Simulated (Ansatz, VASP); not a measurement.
## Cross-check of LiBe between VASP and Ansatz

One calculation is typed for both programs; each brings its own data sets. How far apart do they land? The cell is taken from a series of runs on this material, whose earlier steps may have relaxed, scaled, displaced or heated it; both programs get it as it stands.

Program: Ansatz 0.2.0. Level of theory: plane waves, with VASP 6.6.1 beside it; relaxation of cell and atoms at PBEsol. Results are calculated unless marked as measured.

## Step 1: The structure

Symmetry: Pmma, No. 51, orthorhombic system. Conventional cell: a = 4.008 Å, b = 2.311 Å, c = 4.795 Å, α = 90.00°, β = 90.00°, γ = 90.00°. Nearest to Li lie 4 Li at 2.31 to 2.43 Å and 2 Be at 2.53 Å. Be has 4 Be at 2.28 to 2.31 Å and 2 Li at 2.53 Å nearest. Farther neighbours are not listed.

## Step 2: VASP: relaxation of cell and atoms, PBEsol, pair 1

The relaxed volume is the usual yardstick between codes: in a stiff, nearly cubic crystal its relative difference is about their pressure difference at one cell divided by the bulk modulus.

Lines of VASP's logs that name or quote its potential files are left out, and so is its time.

File INCAR:

```
SYSTEM = LiBe
PREC = Accurate
ENCUT = 750
EDIFF = 1E-07
NELM = 120
ISMEAR = 1
SIGMA = 0.15
LREAL = .FALSE.
ALGO = Normal
GGA = PS
NBANDS = 11
LORBIT = 11
LWAVE = .FALSE.
LCHARG = .FALSE.
ISIF = 3
IBRION = 2
NSW = 80
EDIFFG = -0.005
LASPH = .TRUE.
GGA_COMPAT = .FALSE.
NELMIN = 4
KPAR = 2
```

File POSCAR:

```
LiBe
1.0
    4.0081010000      0.0000000000      0.0000000000
    0.0000000000      2.3108190000      0.0000000000
    0.0000000000      0.0000000000      4.7949200000
Li Be
2 2
Direct
    0.7500000624      0.0000000000      0.6435387869
    0.2500000624      0.0000000000      0.3564612131
    0.2500000624      0.5000000000      0.8864925796
    0.7500000624      0.5000000000      0.1135074204
```

File KPOINTS:

```
Automatic mesh
0
Gamma
10 16 8
0 0 0
```

Potentials, in the order of the species: Li_sv and Be (PBE family, release 64).

Launch:

```bash
$ mpirun -np 2 vasp_std
```

Numbers of over 12 decimals in the logs are rounded to 6 here.

The program printed:

```text
[banner, memory and clock lines left out]
running    2 mpi-ranks, on    1 nodes
 distrk:  each k-point on    1 cores,    2 groups
 distr:  one band on    1 cores,    1 groups

 POSCAR found type information on POSCAR LiBe
 POSCAR found :  2 types and       4 ions
|                                                                             |
|               ----> ADVICE to this user running VASP <----                  |
|                                                                             |
|     You enforced a specific xc type in the INCAR file but a different       |
|     [... a line on the potential file left out ...]
|     I HOPE YOU KNOW WHAT YOU ARE DOING!                                     |
|                                                                             |

 LDA part: xc-table for (Slater+PW92), standard interpolation
 POSCAR, INCAR and KPOINTS ok, starting setup
 FFT: planning ... GRIDC
 FFT: planning ... GRID_SOFT
 FFT: planning ... GRID
 WAVECAR not read
 entering main loop
       N       E                     dE             d eps       ncg     rms          rms(c)
DAV:   1     0.278844250046E+02    0.27884E+02   -0.56090E+03  5940   0.112E+03
DAV:   2    -0.521031139395E+01   -0.33095E+02   -0.32000E+02  6980   0.204E+02
DAV:   3    -0.107049548841E+02   -0.54946E+01   -0.54360E+01 11008   0.553E+01
DAV:   4    -0.108820637479E+02   -0.17711E+00   -0.17647E+00  7855   0.104E+01
DAV:   5    -0.108867735702E+02   -0.47098E-02   -0.47090E-02  9251   0.136E+00    0.998E-01
DAV:   6    -0.108744799047E+02    0.12294E-01   -0.11707E-02  8633   0.633E-01    0.591E-01
DAV:   7    -0.108727669507E+02    0.17130E-02   -0.15301E-02  8563   0.844E-01    0.143E-01
DAV:   8    -0.108733674828E+02   -0.60053E-03   -0.35367E-03  8145   0.426E-01    0.531E-02
DAV:   9    -0.108734159886E+02   -0.48506E-04   -0.14217E-04  8009   0.113E-01    0.731E-03
DAV:  10    -0.108734178138E+02   -0.18252E-05   -0.93072E-06  9112   0.315E-02    0.256E-03
DAV:  11    -0.108734179177E+02   -0.10388E-06   -0.86420E-07  7417   0.999E-03    0.323E-04
DAV:  12    -0.108734179223E+02   -0.46707E-08   -0.30246E-08  5296   0.190E-03
   1 F= -.10873418E+02 E0= -.10873624E+02  d E =-.108734E+02
[...]
2 F= -.10873738E+02 E0= -.10873944E+02  d E =-.320257E-03
[...]
3 F= -.10873922E+02 E0= -.10874129E+02  d E =-.504457E-03
[...]
4 F= -.10873925E+02 E0= -.10874131E+02  d E =-.506687E-03
[...]
5 F= -.10873999E+02 E0= -.10874208E+02  d E =-.746123E-04
 trial-energy change:   -0.000075  1 .order   -0.000074   -0.000090   -0.000059
 step:   3.7181(harm=  3.7181)  dis= 0.00379  next Energy=   -10.874053 (dE=-0.129E-03)
 bond charge predicted
       N       E                     dE             d eps       ncg     rms          rms(c)
DAV:   1    -0.108740534361E+02   -0.54125E-04   -0.10938E-02  6027   0.981E-01    0.493E-02
DAV:   2    -0.108740540063E+02   -0.57020E-06   -0.25326E-04  8071   0.151E-01    0.314E-02
DAV:   3    -0.108740510758E+02    0.29305E-05   -0.21743E-05  7755   0.330E-02    0.897E-03
DAV:   4    -0.108740508872E+02    0.18861E-06   -0.18687E-06  8580   0.103E-02    0.158E-03
DAV:   5    -0.108740509283E+02   -0.41126E-07   -0.18241E-07  6301   0.390E-03
   6 F= -.10874051E+02 E0= -.10874261E+02  d E =-.126319E-03
 curvature:  -2.17 expect dE=-0.183E-05 dE for cont linesearch -0.112E-06
 trial: gam= 0.04531 g(F)=  0.102E-07 g(S)=  0.833E-06 ort =-0.204E-05 (trialstep = 0.179E+01)
 search vector abs. value=  0.824E-06
 reached required accuracy - stopping structural energy minimisation
```

From OUTCAR (step 2):

```text
ion  position               nearest neighbor table
   1  0.750  0.000  0.644-   2 2.43   2 2.43
   2  0.250  0.000  0.356-   1 2.43   1 2.43
   3  0.250  0.500  0.886-   4 2.28   4 2.28
   4  0.750  0.500  0.114-   3 2.28   3 2.28

  LATTYP: Found a simple orthorhombic cell.
 ALAT       =     2.3108190000
 B/A-ratio  =     1.7344937012
 C/A-ratio  =     2.0749872664

 Subroutine GETGRP returns: Found  8 space group operations
 (whereof  4 operations were pure point group operations)

The static configuration has the point symmetry C_2h.
 The point group associated with its full space group is D_2h.

 Found    270 irreducible k-points:

   k-points           NKPTS =    270   k-points in BZ     NKDIM =    270   number of bands    NBANDS=     11

   dimension x,y,z NGX =    36 NGY =   24 NGZ =   48
   dimension x,y,z NGXF=    72 NGYF=   48 NGZF=   96

   ENCUT  =  750.0 eV  55.12 Ry    7.42 a.u.   8.95  5.16 10.71*2*pi/ulx,y,z

   NELECT =      10.0000    total number of electrons

 k-points in reciprocal lattice and weights: Automatic mesh
   0.00000000  0.00000000  0.00000000       0.001
   0.10000000  0.00000000  0.00000000       0.002
   0.20000000  0.00000000  0.00000000       0.002
   0.30000000  0.00000000  0.00000000       0.002
   0.40000000  0.00000000  0.00000000       0.002
   0.50000000  0.00000000  0.00000000       0.001
   0.00000000  0.06250000  0.00000000       0.002
   0.10000000  0.06250000  0.00000000       0.003
   0.20000000  0.06250000  0.00000000       0.003
[...]
0.40000000  0.50000000  0.50000000       0.002
   0.50000000  0.50000000  0.50000000       0.001

 average (electrostatic) potential at core
       1 -60.9720       2 -60.9720       3 -36.3492       4 -36.3492

 E-fermi :   3.1027

 k-point     1 :       0.0000    0.0000    0.0000
  band No.  band energies     occupation
    ...
      2     -41.6604      2.00000
      3      -4.0229      2.00000
      4       1.0201      2.00000
      5       1.4027      2.00000
      6       1.5926      2.00000
      7       5.8079     -0.00000
      8       8.2205      0.00000
      9       8.6384      0.00000
     10      11.4989      0.00000
     11      12.7841      0.00000

 k-point     2 :       0.1000    0.0000    0.0000
  band No.  band energies     occupation
    ...
      2     -41.6622      2.00000
      3      -3.9555      2.00000
      4       0.8143      2.00000
      5       1.2593      2.00000
      6       1.5976      2.00000
      7       6.2891      0.00000
      8       7.9361      0.00000
      9       8.4530      0.00000
     10      11.9537      0.00000
     11      13.1760      0.00000

 k-point     3 :       0.2000    0.0000    0.0000
  band No.  band energies     occupation
    ...
      2     -41.6675      2.00000
      3      -3.7536      2.00000
      4       0.0744      2.00000
      5       1.2544      2.00000
      6       1.6072      2.00000
      7       7.1482      0.00000
      8       7.3900      0.00000
      9       8.3647      0.00000
     10      12.9856      0.00000
     11      14.1471      0.00000

  Total        0.0076691     -0.0027017     -0.0017094      0.0000000      0.0000000      0.0000000
  in kB        0.2775426     -0.0977736     -0.0618643      0.0000000      0.0000000      0.0000000
  external PRESSURE =       0.0393016 kB  Pullay stress =       0.0000000 kB

  energy-cutoff  :      750.00
  volume of cell :       44.27
      direct lattice vectors                 reciprocal lattice vectors
     4.000521823  0.000000000 -0.000000000     0.249967390  0.000000000  0.000000000
     0.000000000  2.304874390  0.000000000     0.000000000  0.433863123  0.000000000
    -0.000000000  0.000000000  4.801298261     0.000000000  0.000000000  0.208277000

 POSITION                                       TOTAL-FORCE (eV/Angst)
 -----------------------------------------------------------------------------------
      3.00039      0.00000      3.08987         0.000000      0.000000     -0.000134
      1.00013      0.00000      1.71143        -0.000000      0.000000      0.000134
      1.00013      1.15244      4.26609        -0.000000      0.000000      0.000297
      3.00039      1.15244      0.53521         0.000000     -0.000000     -0.000297
 -----------------------------------------------------------------------------------
    total drift:                               -0.000026     -0.000000     -0.000072

  FREE ENERGIE OF THE ION-ELECTRON SYSTEM (eV)
  ---------------------------------------------------
  free  energy   TOTEN  =       -10.8740509283 eV

  energy  without entropy=      -10.8746816668  energy(sigma->0) =      -10.87426117

 reached required accuracy - stopping structural energy minimisation

 total charge
# of ion       s       p       d       tot
------------------------------------------
    1        2.043   0.102   0.000   2.146
    2        2.043   0.102   0.000   2.146
    3        0.415   0.542   0.000   0.957
    4        0.415   0.542   0.000   0.957
--------------------------------------------------
tot          4.916   1.289   0.000   6.206

[... 3 further parts left out ...]
```

CONTCAR:

```
LiBe
   1.00000000000000
     4.0005218233780333    0.0000000000000000   -0.0000000000000000
     0.0000000000000000    2.3048743901278907    0.0000000000000000
    -0.0000000000000000    0.0000000000000000    4.8012982612170090
  Li              Be
     2     2
Direct
     0.7500000623999981    0.0000000000000000    0.6435489094263833
     0.2500000623999981    0.0000000000000000    0.3564510905736167
     0.2500000623999981    0.5000000000000000    0.8885286060033704
     0.7500000623999981    0.5000000000000000    0.1114713939966297
```

## Step 3: Ansatz: relaxation of cell and atoms, PBEsol, pair 1

Ansatz runs on norm-conserving files, of PseudoDojo where its log says so.

The same cell, functional, mesh and smearing now go to Ansatz, which takes its cutoff from its data sets.

File input.yaml:

```yaml
crystal:
  lattice:
    - [4.0081008304, 0.0, 0.0]
    - [0.0, 2.3108186264, 0.0]
    - [0.0, 0.0, 4.7949200845]
  atoms:
    - { symbol: Li, position: [0.75, 0.0, 0.6435388375] }
    - { symbol: Li, position: [0.25, 0.0, 0.3564611625] }
    - { symbol: Be, position: [0.25, 0.5, 0.8864926181] }
    - { symbol: Be, position: [0.75, 0.5, 0.1135073819] }
kpoints:
  mp_grid: { grid: [10, 16, 8] }
hamiltonian:
  xc: pbesol
  pseudopotentials: { kind: nc }
scf:
  occupations: { method: methfessel_paxton, width: 0.15 }
output:
  forces: true
  stress: true
  eigenvalues: true
relax:
  adjacent_minimum: "off"
  f_tol: 0.001
  max_steps: 60
  cell: { stress_tol: 0.01 }
```

Launch:

```bash
$ ansatz run input.yaml --threads 4 --pin off --max-ram 7168MiB --backend cpu --events-out ev --progress --plain --runs-dir out
```

The program printed:

```text
Engine: ansatz 0.2.0, aarch64-unknown-linux-gnu
Pseudopotentials: kind: nc
Pseudopotential: Li, nc, valence charge 3, recommended cutoff 1006.821291 eV (normal), Li.nc.azcp (PseudoDojo's, or run here from an input of PseudoDojo's: the run reads no file of this project's for it)
Pseudopotential: Be, nc, valence charge 4, recommended cutoff 1197.300995 eV (normal), Be.nc.azcp (PseudoDojo's, or run here from an input of PseudoDojo's: the run reads no file of this project's for it)
Functional definition: PBEsol
  exchange = pbesol_x
  correlation = pbesol_c
Crystal: 4 atoms, lattice volume = 44.411 Å³
Basis set: ecut = 1197.300995 eV, 4181 PW (Γ), exchange–correlation on 96×54×120 points (8 copies of the dense FFT grid, shifted against one another)
Bands: 11, of which v1, the nominal top of the filled ones, is band 7 counted from 1 (6 counted from 0)
Symmetry: 8 space group operations
Space group: Pmma (ITA 51), of the structure as read, at distance tolerance 3.5e-5 Å
k-points: 270 of 1280
Non-local potential: Li, projectors of the file, l = 0: 2, l = 1: 2
Non-local potential: Be, projectors of the file, l = 0: 2, l = 1: 2
Initial density: superposition of atomic densities (chi_scale 0.1, normalization cell, long waves kept (reshape's long-wave potential 0.02 eV rms))
Initial wavefunctions: pseudopotential atomic-orbital guess
Functional: x = pbesol(κ = 0.804, μ = 0.123457), c = pbesol(β = 0.046)
SCF iter   1: F=—  HF=-1143.889838 eV  |F-HF|=—  |Δ(HF+E_count)|=         —  Δρ=2.28e-2  dr2=1.48e-1  ethr=3.10e-3  ⟨swp⟩=6.0  Hψ=20920  notcnv=0
preconditioner: auto → none  [metal: Δε(μ)=0.027 eV  Ē_g=6.869 eV  σ=0.150 eV  W_gap=0.15  n_scr=8 (ndim 8)  ℏωp=13.6 eV  f_vac=0.000  D(μ)=1.05/eV (n_scr^D=8)  sad-step TF]
SCF iter   2: F=—  HF=-1143.863894 eV  |F-HF|=—  |Δ(HF+E_count)|=   2.59e-2  S|Δr|=    0.00e0  Δρ=1.17e-2  dr2=5.51e-2  ethr=1.06e-3  ⟨swp⟩=1.0  Hψ=5136  notcnv=0
SCF iter   3: F=—  HF=-1143.848401 eV  |F-HF|=—  |Δ(HF+E_count)|=   1.55e-2  S|Δr|=    0.00e0  Δρ=1.51e-3  dr2=1.01e-3  ethr=3.94e-4  ⟨swp⟩=2.0  Hψ=3880  notcnv=0
SCF iter   4: F=—  HF=-1143.848178 eV  |F-HF|=—  |Δ(HF+E_count)|=   2.23e-4  S|Δr|=    0.00e0  Δρ=2.85e-4  dr2=1.62e-5  ethr=7.21e-6  ⟨swp⟩=2.0  Hψ=3713  notcnv=0
SCF iter   5: F=—  HF=-1143.848171 eV  |F-HF|=—  |Δ(HF+E_count)|=   6.73e-6  S|Δr|=    0.00e0  Δρ=3.44e-5  dr2=3.69e-7  ethr=1.16e-7  ⟨swp⟩=1.5  Hψ=3172  notcnv=0  defer=28
SCF iter   6: F=-1143.848171 eV  HF=-1143.848171 eV  |F-HF|=1.74e-10  |Δ(HF+E_count)|=   2.66e-8  S|Δr|=    0.00e0  Δρ=3.67e-6  dr2=2.62e-9  ethr=7.14e-10  ⟨swp⟩=7.0  Hψ=14821  notcnv=0
SCF 1 converged in 6 iterations: F = -1143.848171 eV  dr2 = 2.62e-9
relax step   1: F+E_penalty+E_count = -1143.84817084 eV  Δ(F+E_penalty+E_count) = +0.000e0 eV  max|allowed force component| = 4.864e-2 eV/Å  Δτ_max = 0.0000 Å  P = -0.019 GPa  Ω = 44.411 Å³  (6 SCF iters, dr2 threshold 1.00e-7 eV, accepted)
[...]
relax step   2: F+E_penalty+E_count = -1143.84865055 eV  Δ(F+E_penalty+E_count) = -4.797e-4 eV  max|allowed force component| = 7.684e-3 eV/Å  Δτ_max = 0.0113 Å  P = -0.082 GPa  Ω = 44.515 Å³  energy of the carried Pulay correction = -1.348e-5 eV  (5 SCF iters, dr2 threshold 1.48e-7 eV, accepted)
[...]
relax step   3: F+E_penalty+E_count = -1143.84871790 eV  Δ(F+E_penalty+E_count) = -6.734e-5 eV  max|allowed force component| = 1.080e-3 eV/Å  Δτ_max = 0.0011 Å  P = -0.022 GPa  Ω = 44.463 Å³  energy of the carried Pulay correction = -6.812e-6 eV  (3 SCF iters, dr2 threshold 1.55e-7 eV, accepted)
[...]
relax step   4: F+E_penalty+E_count = -1143.84872132 eV  Δ(F+E_penalty+E_count) = -3.425e-6 eV  max|allowed force component| = 2.794e-4 eV/Å  Δτ_max = 0.0002 Å  P = -0.006 GPa  Ω = 44.450 Å³  energy of the carried Pulay correction = -5.153e-6 eV  (4 SCF iters, dr2 threshold 3.04e-9 eV, accepted)
[...]
relax step   5: F+E_penalty+E_count = -1143.84872227 eV  Δ(F+E_penalty+E_count) = -9.489e-7 eV  max|allowed force component| = 7.545e-5 eV/Å  Δτ_max = 0.0000 Å  P = +0.001 GPa  Ω = 44.444 Å³  energy of the carried Pulay correction = -4.379e-6 eV  (3 SCF iters, dr2 threshold 4.07e-10 eV, accepted)
[...]
relax step   6: F+E_penalty+E_count = -1143.84872774 eV  Δ(F+E_penalty+E_count) = -5.473e-6 eV  max|allowed force component| = 7.655e-5 eV/Å  Δτ_max = 0.0000 Å  P = +0.001 GPa  Ω = 44.444 Å³  stress off target by 3.53e-3 GPa  SCF on the basis re-selected at this cell (its energy is not comparable with the rows above)  (6 SCF iters)
basis re-selected at this cell: Δ(F+E_penalty+E_count) = -5.473e-6 eV, ΔP = +0.000 GPa vs the last step (what re-selecting the basis moved, of the pressure what is left beyond the Pulay correction that the steps carried, after the strain that the cell walked since its last selection, with what the two solves' SCF thresholds leave and, on support functions, any second-order correction that the steps lacked; it is no m [...]
SCF converged after 6 iterations
Stability not checked: this state was not tested for a lower state beside it, because cold or Methfessel-Paxton smearing, or corrected tetrahedra, fill the levels in a way that the test cannot read (fill_not_monotonic; see scf.lower_state_search)
Free energy (F): -1143.848728 eV
Harris-Foulkes:  -1143.848728 eV  (|F-HF|=2.27e-13)
Internal energy: -1143.849375 eV  (E = F + TS)
E sigma→0 (E₀):  -1143.848890 eV
Entropy (-TS):   0.000648 eV (0.162 meV/atom)
Fermi energy:    4.002316 eV
Step filling:    the computed levels leave a gap of 0.0111 eV = 0.1 smearing widths at the electron count; against every level under it full and every level over it empty, smearing changes F+E_penalty+E_count by +0.454 meV and its σ→0 estimate by +0.292 meV
--- Per-component energies (eV) ---
  E_band       = -536.129701
  E_kinetic    = 754.871677
  E_local      = -643.249594  (includes V_loc(G=0)·N_el)
  E_nonlocal   = -801.302118
  E_hartree    = 217.978586
  E_xc         = -217.677615
  E_vxc        = -282.406836  (∫ρ·V_xc dr)
  E_ewald      = -454.470312
  E_smearing   = 0.000648  (= −TS)
  E_closure    = 0.000000  (closes the sum)
  Σ components = -1143.848728   (vs F -1143.848728, Δ=0.00e0)
--- Forces (eV/Å), atoms counted from 1 ---
  atom   1  Li     0.00000000    -0.00000000     0.00001980
  atom   2  Li     0.00000000     0.00000000    -0.00001980
  atom   3  Be     0.00000000     0.00000000    -0.00007655
  atom   4  Be     0.00000000    -0.00000000     0.00007655
  max |Σ_I F_I| component: 0.00e0 eV/Å
--- Stress (GPa, compression-positive) ---
        0.000503       0.000000      -0.000000
        0.000000      -0.000813       0.000000
       -0.000000       0.000000       0.003531
  P = ⅓ Tr σ = 0.0011 GPa (0.011 kbar)
--- Band table (eV; the first three rows and the last of 270) ---
  k-point 0: bands = [... 3 lower, -40.8197, -3.1074, 1.9242, 2.3060, 2.4945, 6.6932, 9.1158, 9.5359]
  k-point 1: bands = [... 3 lower, -40.8197, -3.0746, 1.2271, 2.3761, 3.3378, 6.6860, 7.9214, 10.9381]
  k-point 2: bands = [... 3 lower, -40.8199, -2.9882, 0.4946, 2.5688, 4.4907, 6.6620, 6.7840, 11.1167]
  k-point 269: bands = [... 3 lower, -40.7467, 3.2917, 3.2917, 4.3011, 4.3011, 6.6338, 6.6338, 10.2599]
--- Relaxed structure (5 steps of the walk, 5 accepted, 1 SCFs on fresh bases) ---
  F+E_penalty+E_count = -1143.84872774 eV   max|allowed force component| = 7.655e-5 eV/Å   (the final SCF, on the basis selected at the relaxed cell)
  cell:  # Å, volume = 44.4444 Å³
    - [4.005790, 0.0, 0.0]
    - [0.0, 2.307984, 0.0]
    - [0.0, 0.0, 4.807248]
  atoms:
    - { symbol: Li, position: [0.750000, 0.0, 0.643687] }
    - { symbol: Li, position: [0.25, 0.0, 0.356313] }
    - { symbol: Be, position: [0.25, 0.500000, 0.888610] }
    - { symbol: Be, position: [0.750000, 0.500000, 0.111390] }
```

In the SCF lines HF is the Harris–Foulkes energy and dr2 the Hartree energy of the density residual, in eV; the loop may stop once dr2 is under the threshold and the program's other checks hold. Hψ counts applications of the Hamiltonian.

## Step 4: Side by side

Known differences besides the potentials themselves: the data sets hold 14 valence electrons in Ansatz (on norm-conserving files, of PseudoDojo where its log says so) and 10 in VASP; the cutoff is 1197.3 eV in Ansatz and 750 eV in VASP; Ansatz adds a Pulay correction to the stress that steers its cell, VASP none. Total energies have different zeros and are not compared.

Compared:

```
                                         quantity  Ansatz   VASP  difference
                                      volume (Å³)   44.44  44.27     +0.39 %
edge a after relaxation, in the typed setting (Å)   4.006  4.000     +0.13 %
edge b after relaxation, in the typed setting (Å)   2.308  2.305     +0.13 %
edge c after relaxation, in the typed setting (Å)   4.807  4.801     +0.12 %
```

(Continued in part 2 of 2.)

[Lines on the potential files, build, host, timing and source positions are cut from VASP's logs without a mark.]

[Logs are printed without paths, hosts, clocks, repeated set-up lines and the standing remarks that a program may print on its own settings, such as how far it seeks lower states.]

[Hosts, paths, dates, database ids (printed as entryN), source tags and the programs' standing remarks are cut or masked in the printed files.]
